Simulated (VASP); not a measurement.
These are LDA (Ceperley-Alder, Perdew-Zunger), VASP's LDA PAW potentials (set 64) (plane waves; VASP) values and carry that method's errors.

Input for VASP

File KPOINTS:
```
Automatic mesh
0
Gamma
12 12 1
0 0 0
```

File POSCAR:
```
Bi2Se3 bilayer
1
    4.1113308677     0.0000000000     0.0000000000
   -2.0556654338     3.5605168068     0.0000000000
    0.0000000000     0.0000000000    31.6727361320
Bi Se
4 6
Direct
  0.3333330000   0.6666670000   0.2934770000
  0.0000000000   0.0000000000   0.5872510000
  0.0000000000   0.0000000000   0.4127490000
  0.6666670000   0.3333330000   0.7065230000
  0.0000000000   0.0000000000   0.2461790000
  0.6666670000   0.3333330000   0.3531130000
  0.3333330000   0.6666670000   0.4600470000
  0.6666670000   0.3333330000   0.5399530000
  0.3333330000   0.6666670000   0.6468870000
  0.0000000000   0.0000000000   0.7538210000
```

**INCAR**
```
ISMEAR = 0   ! Gaussian
LASPH = T   ! aspherical one-centre terms
ISIF = 4   ! ions and shape, fixed volume
IBRION = 2
SYSTEM = Bi2Se3 bilayer
EDIFF = 1E-5   ! SCF stop (eV)
PREC = Normal
LCHARG = F
NELMIN = 4
LWAVE = T
LREAL = F   ! projection in real space or not
SIGMA = 0.05
NELM = 100   ! most electronic steps
EDIFFG = -0.03
ENCUT = 400
ALGO = Normal   ! blocked Davidson
LMAXMIX = 4   ! l cut-off of mixed one-centre charges
NSW = 50
```

POTCAR, in this order: Bi_d Se (LDA.64 set). Program: vasp_std.

The resulting files:

File OSZICAR:
```
       N       E                     dE             d eps       ncg     rms          rms(c)
DAV:   1     0.874361665940E+03    0.87436E+03   -0.39095E+04  2582   0.128E+03
DAV:   2     0.563183445578E+02   -0.81804E+03   -0.79720E+03  2504   0.353E+02
DAV:   3    -0.433746245208E+02   -0.99693E+02   -0.97566E+02  2626   0.151E+02
DAV:   4    -0.479067641791E+02   -0.45321E+01   -0.44908E+01  2561   0.340E+01
DAV:   5    -0.481362162182E+02   -0.22945E+00   -0.22916E+00  3043   0.683E+00    0.756E+00
DAV:   6    -0.465921387778E+02    0.15441E+01   -0.32632E+00  2719   0.814E+00    0.476E+00
DAV:   7    -0.465668611407E+02    0.25278E-01   -0.91039E-01  2803   0.347E+00    0.200E+00
DAV:   8    -0.465705591363E+02   -0.36980E-02   -0.12858E-01  2730   0.232E+00    0.659E-01
DAV:   9    -0.465629796724E+02    0.75795E-02   -0.30018E-02  2626   0.149E+00    0.314E-01
DAV:  10    -0.465605441169E+02    0.24356E-02   -0.85409E-03  2889   0.815E-01    0.152E-01
DAV:  11    -0.465609631340E+02   -0.41902E-03   -0.56235E-03  2404   0.325E-01    0.629E-02
DAV:  12    -0.465610250293E+02   -0.61895E-04   -0.86788E-04  2987   0.121E-01    0.426E-02
DAV:  13    -0.465610755908E+02   -0.50562E-04   -0.10434E-04  2212   0.860E-02    0.192E-02
DAV:  14    -0.465611269013E+02   -0.51310E-04   -0.29394E-05  1954   0.364E-02    0.655E-03
DAV:  15    -0.465611565254E+02   -0.29624E-04   -0.82075E-06  1388   0.162E-02    0.491E-03
DAV:  16    -0.465611834287E+02   -0.26903E-04   -0.26216E-06  1354   0.925E-03    0.230E-03
DAV:  17    -0.465612155503E+02   -0.32122E-04   -0.24622E-06  1428   0.777E-03    0.149E-03
DAV:  18    -0.465612299017E+02   -0.14351E-04   -0.99718E-07  1236   0.590E-03    0.129E-03
DAV:  19    -0.465612496289E+02   -0.19727E-04   -0.16352E-06  1388   0.427E-03    0.625E-04
DAV:  20    -0.465612560047E+02   -0.63759E-05   -0.57983E-07  1212   0.353E-03
   1 F= -.46561256E+02 E0= -.46561256E+02  d E =-.465613E+02
       N       E                     dE             d eps       ncg     rms          rms(c)
DAV:   1    -0.465803180445E+02   -0.19068E-01   -0.72794E+00  2309   0.103E+01    0.763E-01
DAV:   2    -0.466020698754E+02   -0.21752E-01   -0.38942E-01  3090   0.367E+00    0.415E-01
DAV:   3    -0.465987808118E+02    0.32891E-02   -0.11740E-02  2767   0.709E-01    0.232E-01
DAV:   4    -0.465974551792E+02    0.13256E-02   -0.25450E-03  3072   0.795E-01    0.108E-01
DAV:   5    -0.465971168491E+02    0.33833E-03   -0.16110E-03  2921   0.424E-01    0.393E-02
DAV:   6    -0.465971291981E+02   -0.12349E-04   -0.96947E-04  2745   0.249E-01    0.250E-02
DAV:   7    -0.465971560782E+02   -0.26880E-04   -0.23412E-04  2713   0.857E-02    0.185E-02
DAV:   8    -0.465971769734E+02   -0.20895E-04   -0.20259E-05  1671   0.392E-02    0.858E-03
DAV:   9    -0.465971909556E+02   -0.13982E-04   -0.12514E-05  1276   0.328E-02    0.398E-03
DAV:  10    -0.465972009839E+02   -0.10028E-04   -0.32767E-06  1164   0.118E-02    0.363E-03
DAV:  11    -0.465972204044E+02   -0.19420E-04   -0.29588E-06  1380   0.831E-03    0.330E-03
DAV:  12    -0.465972375470E+02   -0.17143E-04   -0.28390E-06  1314   0.659E-03    0.198E-03
DAV:  13    -0.465972450855E+02   -0.75384E-05   -0.13539E-06  1207   0.528E-03
   2 F= -.46597245E+02 E0= -.46597245E+02  d E =-.359891E-01
       N       E                     dE             d eps       ncg     rms          rms(c)
DAV:   1    -0.465978693410E+02   -0.63179E-03   -0.18309E+00  2289   0.511E+00    0.385E-01
DAV:   2    -0.466031768341E+02   -0.53075E-02   -0.95700E-02  3119   0.186E+00    0.206E-01
DAV:   3    -0.466023366073E+02    0.84023E-03   -0.28240E-03  2846   0.385E-01    0.114E-01
DAV:   4    -0.466020201153E+02    0.31649E-03   -0.67331E-04  2959   0.317E-01    0.555E-02
DAV:   5    -0.466019212240E+02    0.98891E-04   -0.39423E-04  2926   0.226E-01    0.204E-02
DAV:   6    -0.466019266464E+02   -0.54224E-05   -0.27164E-04  2618   0.121E-01    0.127E-02
DAV:   7    -0.466019336912E+02   -0.70448E-05   -0.58727E-05  2289   0.414E-02
   3 F= -.46601934E+02 E0= -.46601934E+02  d E =-.406777E-01
       N       E                     dE             d eps       ncg     rms          rms(c)
DAV:   1    -0.466050509688E+02   -0.31243E-02   -0.71204E-01  2330   0.321E+00    0.293E-01
DAV:   2    -0.466057765911E+02   -0.72562E-03   -0.39209E-02  3216   0.126E+00    0.178E-01
DAV:   3    -0.466049946549E+02    0.78194E-03   -0.20752E-03  2829   0.287E-01    0.808E-02
DAV:   4    -0.466048216891E+02    0.17297E-03   -0.63131E-04  2889   0.175E-01    0.284E-02
DAV:   5    -0.466048222507E+02   -0.56162E-06   -0.17035E-04  2782   0.119E-01    0.130E-02
DAV:   6    -0.466048237190E+02   -0.14683E-05   -0.33825E-05  2129   0.834E-02
   4 F= -.46604824E+02 E0= -.46604824E+02  d E =-.289003E-02
       N       E                     dE             d eps       ncg     rms          rms(c)
DAV:   1    -0.466075090731E+02   -0.26868E-02   -0.27878E+00  2330   0.637E+00    0.575E-01
DAV:   2    -0.466103856206E+02   -0.28765E-02   -0.15229E-01  3118   0.236E+00    0.350E-01
DAV:   3    -0.466075312471E+02    0.28544E-02   -0.87838E-03  2757   0.524E-01    0.159E-01
DAV:   4    -0.466068562072E+02    0.67504E-03   -0.22925E-03  2893   0.317E-01    0.568E-02
DAV:   5    -0.466068449059E+02    0.11301E-04   -0.60439E-04  2832   0.224E-01    0.258E-02
DAV:   6    -0.466068368528E+02    0.80531E-05   -0.13485E-04  2662   0.177E-01    0.140E-02
DAV:   7    -0.466068680753E+02   -0.31223E-04   -0.69292E-05  2193   0.578E-02    0.870E-03
DAV:   8    -0.466068979687E+02   -0.29893E-04   -0.17090E-05  1637   0.184E-02    0.396E-03
DAV:   9    -0.466069240828E+02   -0.26114E-04   -0.40065E-06  1284   0.135E-02    0.304E-03
DAV:  10    -0.466069509461E+02   -0.26863E-04   -0.32435E-06  1284   0.978E-03    0.202E-03
DAV:  11    -0.466069770308E+02   -0.26085E-04   -0.30853E-06  1365   0.682E-03    0.960E-04
DAV:  12    -0.466069881314E+02   -0.11101E-04   -0.16575E-06  1259   0.576E-03    0.720E-04
DAV:  13    -0.466069909872E+02   -0.28558E-05   -0.55327E-07  1120   0.421E-03
   5 F= -.46606991E+02 E0= -.46606991E+02  d E =-.505730E-02
```

OUTCAR:
```
------------------------ aborting loop because EDIFF is reached ----------------------------------------
  FORCE on cell =-STRESS in cart. coord.  units (eV):
  Direction    XX          YY          ZZ          XY          YZ          ZX
  --------------------------------------------------------------------------------------
  Total        0.3468916      0.3468916     -0.0075173      0.0000000      0.0000000     -0.0000000
  in kB        1.1987353      1.1987352     -0.0259771      0.0000000      0.0000000     -0.0000000
  external PRESSURE =       0.7904978 kB  Pullay stress =       0.0000000 kB
  volume of cell :      463.64
      direct lattice vectors                 reciprocal lattice vectors
     4.084291957  0.000000000 -0.000000000     0.244840479  0.141358723 -0.000000000
    -2.042145979  3.537100421  0.000000000    -0.000000000  0.282717447 -0.000000000
     0.000000000  0.000000000 32.093485246     0.000000000 -0.000000000  0.031158972
 POSITION                                       TOTAL-FORCE (eV/Angst)
 -----------------------------------------------------------------------------------
     -0.00000      2.35807      9.42327        -0.000000     -0.000000     -0.001901
      0.00000      0.00000     18.85833        -0.000000     -0.000000     -0.019966
      2.04215      3.53710     13.23516        -0.000000      0.000000      0.019966
      2.04215      1.17903     22.67021         0.000000      0.000000      0.001901
      0.00000      0.00000      7.87245        -0.000000     -0.000000     -0.029416
      2.04215      1.17903     11.32920        -0.000000      0.000000      0.014841
     -0.00000      2.35807     14.81291        -0.000000      0.000000      0.028238
      2.04215      1.17903     17.28058        -0.000000     -0.000000     -0.028238
     -0.00000      2.35807     20.76429         0.000000     -0.000000     -0.014841
     -2.04215      3.53710     24.22104         0.000000      0.000000      0.029416
 -----------------------------------------------------------------------------------
    total drift:                               -0.000000      0.000000      0.000000
  FREE ENERGIE OF THE ION-ELECTRON SYSTEM (eV)
  ---------------------------------------------------
  free  energy   TOTEN  =       -46.6069909872 eV

  energy  without entropy=      -46.6069909872  energy(sigma->0) =      -46.60699099

 reached required accuracy - stopping structural energy minimisation
```
(Selected blocks of OUTCAR.)

File CONTCAR:
```
Bi2Se3 bilayer
   1.00000000000000
     4.0842919574683307    0.0000000000007135   -0.0000000000000000
    -2.0421459786838763    3.5371004206006345    0.0000000000000000
     0.0000000000000000    0.0000000000000001   32.0934852462638887
  Bi              Se
     4     6
Direct
     0.3333330000000032    0.6666669999999968    0.2936195148878684
     0.0000000000000000    0.0000000000000000    0.5876060506663259
     1.0000000000000000    1.0000000000000000    0.4123939493336741
     0.6666669999999968    0.3333330000000032    0.7063804851121316
     0.0000000000000000    0.0000000000000000    0.2452973626805035
     0.6666669999999968    0.3333330000000032    0.3530060822991632
     0.3333330000000032    0.6666669999999968    0.4615550029209191
     0.6666669999999968    0.3333330000000032    0.5384449970790809
     0.3333330000000032    0.6666669999999968    0.6469939177008368
     0.0000000000000000    1.0000000000000000    0.7547026373194965
```

### OUTCAR
```
 val. band max:        0.5819084075   @ k =   0.0000   0.0000   0.0000

 cond. band min:       1.0185899467   @ k =   0.0000   0.0000   0.0000


 Fermi energy:         0.8049399843

 k-point     1 :       0.0000    0.0000    0.0000
  band No.  band energies     occupation
      1     -22.2498      2.00000
      2     -22.2498      2.00000
      3     -22.2498      2.00000
      4     -22.2498      2.00000
      5     -22.2354      2.00000
      6     -22.2354      2.00000
      7     -22.2354      2.00000
      8     -22.2354      2.00000
      9     -22.2305      2.00000
     10     -22.2304      2.00000
     11     -22.2205      2.00000
     12     -22.2205      2.00000
     13     -22.2205      2.00000
     14     -22.2205      2.00000
     15     -22.2180      2.00000
     16     -22.2178      2.00000
     17     -22.2070      2.00000
     18     -22.2070      2.00000
     19     -22.2069      2.00000
     20     -22.2069      2.00000
     21     -13.8425      2.00000
     22     -13.7516      2.00000
     23     -13.3216      2.00000
     24     -13.1170      2.00000
     25     -12.1239      2.00000
     26     -11.9322      2.00000
     27      -9.1751      2.00000
     28      -8.8850      2.00000
     29      -7.8129      2.00000
     30      -7.5908      2.00000
     31      -1.9327      2.00000
     32      -1.4793      2.00000
     33      -1.1685      2.00000
     34      -1.1685      2.00000
     35      -1.1027      2.00000
     36      -1.1027      2.00000
     37      -1.0465      2.00000
     38      -0.9355      2.00000
     39      -0.9355      2.00000
     40      -0.7881      2.00000
     41      -0.7881      2.00000
     42      -0.5136      2.00000
     43      -0.5136      2.00000
     44      -0.3990      2.00000
     45      -0.3990      2.00000
     46      -0.3600      2.00000
     47      -0.2752      2.00000
     48       0.5819      2.00000
     49       1.0186      0.00000
     50       1.4027      0.00000
     51       2.2593      0.00000
...
```

Unless said otherwise, spin-orbit coupling is left out, though it shifts the bands of the heavy elements here.

The cell is a sheet with vacuum, built from Bi2Se3 (tetradymite).
